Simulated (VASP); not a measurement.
Computed with PBEsol GGA, VASP's PBE PAW potentials (set 64) (plane waves; VASP).

Input for VASP

### INCAR
```
LORBIT = 11   ! lm-projected
PREC = Accurate
GGA = PS
LASPH = .TRUE.   ! aspherical one-centre terms
ICHARG = 11   ! fixed density
LMAXMIX = 4   ! l cut-off of mixed one-centre charges
MAGMOM = 3.6 0.3
LWAVE = .FALSE.
LCHARG = .FALSE.
NELM = 100
SIGMA = 0.05
ISMEAR = 0   ! Gaussian
ALGO = Normal   ! blocked Davidson
EDIFF = 1E-7   ! SCF stop (eV)
SYSTEM = FeO
ENCUT = 520   ! plane-wave cut-off (eV)
ISPIN = 2
LREAL = .FALSE.   ! projection in real space or not
```

### POSCAR
```
FeO
1
    0.0000000000     2.1243676231     2.1243676231
    2.1243676231    -0.0000000000     2.1243676231
    2.1243676231     2.1243676231    -0.0000000000
Fe O
1 1
Direct
  0.0000000000   0.0000000000   0.0000000000
  0.5000000000   0.5000000000   0.5000000000
```

**KPOINTS**
```
k-points along high-symmetry lines
15
Line-mode
Reciprocal
  0.000000   0.000000   0.000000 ! GAMMA
  0.500000   0.000000   0.500000 ! X

  0.500000   0.000000   0.500000 ! X
  0.625000   0.250000   0.625000 ! U

  0.375000   0.375000   0.750000 ! K
  0.000000   0.000000   0.000000 ! GAMMA

  0.000000   0.000000   0.000000 ! GAMMA
  0.500000   0.500000   0.500000 ! L

  0.500000   0.500000   0.500000 ! L
  0.500000   0.250000   0.750000 ! W

  0.500000   0.250000   0.750000 ! W
  0.500000   0.000000   0.500000 ! X
```

POTCAR, in this order: Fe O (PBE.64 set). Program: vasp_std. Read from the step before: CHGCAR.

What VASP printed:

OUTCAR:
```
 ion  position               nearest neighbor table
   1  0.000  0.000  0.000-   2 2.12   2 2.12   2 2.12   2 2.12   2 2.12   2 2.12
   2  0.500  0.500  0.500-   1 2.12   1 2.12   1 2.12   1 2.12   1 2.12   1 2.12
  LATTYP: Found a face centered cubic cell.
 ALAT       =     4.2487352462
 Subroutine PRICEL returns:
 Original cell was already a primitive cell.
 Subroutine GETGRP returns: Found 48 space group operations
The static configuration has the point symmetry O_h .
The dynamic configuration has the point symmetry O_h .
The overall configuration has the point symmetry O_h .
 Subroutine INISYM returns: Found 48 space group operations
   k-points           NKPTS =     90   k-points in BZ     NKDIM =     90   number of bands    NBANDS=     13
   number of dos      NEDOS =    301   number of ions     NIONS =      2
   total plane-waves  NPLWV =  13824
   dimension x,y,z NGX =    24 NGY =   24 NGZ =   24
   dimension x,y,z NGXF=    48 NGYF=   48 NGZF=   48
   ions per type =               1   1
   PREC   = accura    normal or accurate (medium, high low for compatibility)
   ISTART =      0    job   : 0-new  1-cont  2-samecut
   ICHARG =     11    charge: 1-file 2-atom 10-const
   ISPIN  =      2    spin polarized calculation?
   LNONCOLLINEAR =      F non collinear calculations
   LSORBIT =      F    spin-orbit coupling
   INIWAV =      1    electr: 0-lowe 1-rand  2-diag
   ENCUT  =  520.0 eV  38.22 Ry    6.18 a.u.   5.59  5.59  5.59*2*pi/ulx,y,z
   NELM   =    100;   NELMIN=  2; NELMDL= -5     # of ELM steps
   EDIFF  = 0.1E-06   stopping-criterion for ELM
   LREAL  =      F    real-space projection
   NLSPLINE    = F    spline interpolate recip. space projectors
   LMAXMIX     =    4 max onsite mixed and CHGCAR
   VOSKOWN=      0    Vosko Wilk Nusair interpolation
   EDIFFG = 0.1E-05   stopping-criterion for IOM
   NSW    =      0    number of steps for IOM
   NBLOCK =      1;   KBLOCK =      1    inner block; outer block
   IBRION =     -1    ionic relax: 0-MD 1-quasi-New 2-CG
   NFREE  =      0    steps in history (QN), initial steepest desc. (CG)
   ISIF   =      2    stress and relaxation
   ISYM   =      2    0-nonsym 1-usesym 2-fastsym
   TEIN   =    0.0    initial temperature
   TEBEG  =    0.0;   TEEND  =   0.0 temperature during run
   SMASS  =  -3.00    Nose mass-parameter (am)
   PSTRESS=    0.0 pullay stress
   NELECT =      14.0000    total number of electrons
   EFERMI =   0.00;   METHOD = LEGACY
   ISMEAR =     0;   SIGMA  =   0.05  broadening in eV -4-tet -1-fermi 0-gaus
   IALGO  =     38    algorithm
   LDIAG  =      T    sub-space diagonalisation (order eigenvalues)
   IMIX   =      4    mixing-type and parameters
     AMIX     =   0.40;   BMIX     =  1.00
     AMIX_MAG =   1.60;   BMIX_MAG =  1.00
     AMIN     =   0.10
   GGA     = PS    functional components
   VOSKOWN =     0    Vosko Wilk Nusair interpolation
   LHFCALC =     F    Hartree Fock is set to
   LHFONE  =     F    Hartree Fock one center treatment
   AEXX    =    0.0000 exact exchange contribution
   IVDW    =     0    specifies the selected vdW correction
   LEPSILON=     F    determine dielectric tensor
   LRPA    =     F    only Hartree local field effects (RPA)
  energy-cutoff  :      520.00
  volume of cell :       19.17
      direct lattice vectors                 reciprocal lattice vectors
     0.000000000  2.124367623  2.124367623    -0.235364159  0.235364159  0.235364159
     2.124367623  0.000000000  2.124367623     0.235364159 -0.235364159  0.235364159
     2.124367623  2.124367623  0.000000000     0.235364159  0.235364159 -0.235364159
 k-point     1 :   0.0000 0.0000 0.0000  plane waves:     531
 k-point     2 :   0.0357 0.0000 0.0357  plane waves:     531
 k-point     3 :   0.0714 0.0000 0.0714  plane waves:     532
 k-point     4 :   0.1071 0.0000 0.1071  plane waves:     532
 k-point     5 :   0.1429 0.0000 0.1429  plane waves:     524
 k-point     6 :   0.1786 0.0000 0.1786  plane waves:     520
 k-point     7 :   0.2143 0.0000 0.2143  plane waves:     524
 k-point     8 :   0.2500 0.0000 0.2500  plane waves:     528
 k-point     9 :   0.2857 0.0000 0.2857  plane waves:     508
...
```

OSZICAR:
```
       N       E                     dE             d eps       ncg     rms          rms(c)
DAV:   1     0.709685732527E+02    0.70969E+02   -0.72063E+03  4864   0.128E+03
DAV:   2    -0.105606891603E+02   -0.81529E+02   -0.71551E+02  5050   0.248E+02
DAV:   3    -0.153345697478E+02   -0.47739E+01   -0.46228E+01  5235   0.672E+01
DAV:   4    -0.153803128998E+02   -0.45743E-01   -0.45709E-01  5315   0.644E+00
DAV:   5    -0.153807178845E+02   -0.40498E-03   -0.40497E-03  5215   0.638E-01
DAV:   6    -0.153807244554E+02   -0.65709E-05   -0.65713E-05  5360   0.739E-02
DAV:   7    -0.153807245901E+02   -0.13465E-06   -0.13462E-06  5323   0.106E-02
DAV:   8    -0.153807245922E+02   -0.21755E-08   -0.27330E-08  3580   0.148E-03
   1 F= -.15380725E+02 E0= -.15379591E+02  d E =-.226796E-02  mag=     3.9999
```

**OUTCAR**
```



 magnetization (x)

# of ion       s       p       d       tot
------------------------------------------
    1        0.021   0.014   3.556   3.591
    2        0.031   0.190   0.000   0.221
--------------------------------------------------
tot          0.052   0.204   3.556   3.812
```
(Selected blocks of OUTCAR.)

OUTCAR:
```
 val. band max:        6.3465396090   @ k =   0.4643   0.4643   0.4643

 cond. band min:       6.3580785749   @ k =   0.2500   0.2500   0.2500



 spin component 1

 k-point     1 :       0.0000    0.0000    0.0000
  band No.  band energies     occupation
      1     -14.5104      1.00000
      2       2.5554      1.00000
      3       2.5554      1.00000
      4       2.5554      1.00000
      5       2.6182      1.00000
      6       2.6182      1.00000
      7       2.6182      1.00000
      8       2.8738      1.00000
      9       2.8738      1.00000
     10       6.7908      0.00000
     11      21.9336      0.00000
     12      23.7826      0.00000
     13      23.7826      0.00000

 k-point     2 :       0.0357    0.0000    0.0357
  band No.  band energies     occupation
      1     -14.4916      1.00000
      2       2.0771      1.00000
      3       2.3376      1.00000
      4       2.3376      1.00000
      5       2.6046      1.00000
      6       2.8424      1.00000
      7       2.8424      1.00000
      8       2.8791      1.00000
      9       3.2662      1.00000
     10       6.9259      0.00000
     11      21.5986      0.00000
     12      23.6316      0.00000
     13      23.6316      0.00000

 k-point     3 :       0.0714    0.0000    0.0714
  band No.  band energies     occupation
      1     -14.4365      1.00000
      2       1.4383      1.00000
      3       2.1064      1.00000
      4       2.1064      1.00000
      5       2.5648      1.00000
      6       2.8946      1.00000
      7       3.0917      1.00000
      8       3.0917      1.00000
      9       3.6639      1.00000
     10       7.3122      0.00000
     11      20.9812      0.00000
     12      23.2644      0.00000
     13      23.2644      0.00000

 k-point     4 :       0.1071    0.0000    0.1071
  band No.  band energies     occupation
      1     -14.3483      1.00000
      2       0.8057      1.00000
...
```

The density is held fixed in this step, so its total energy and stress have no physical meaning. The moments were started parallel, and other spin orders were not tried in this run.

The structure was generated: FeO was put into the rock salt type (Fm-3m), which need not be its known phase. It was relaxed first.
